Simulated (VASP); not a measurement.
Consider the following.

```
CELL_PARAMETERS angstrom
      0.00000     2.26599     2.26599
      2.26599     0.00000     2.26599
      2.26599     2.26599     0.00000
ATOMIC_POSITIONS crystal
  B  0.00000 0.00000 0.00000
  P  0.26103 0.23897 0.26103
```

These are r2SCAN meta-GGA, VASP's PBE PAW potentials (set 64) (plane waves; VASP) values and carry that method's errors. Run with 600 eV cut-off, 10×10×10 Γ-centred mesh, Gaussian smearing of 0.050 eV, potentials B P.

Task: Estimate the energy per atom (σ→0), largest force.

Result: 
```yaml
energy per atom (σ→0): -8.645 eV/atom
largest_force: 0.989 eV/Å
```

Only differences to runs with the same potentials and settings are physical.

The compound is BP in the zinc blende structure. This cell was strained or had an atom moved on purpose.
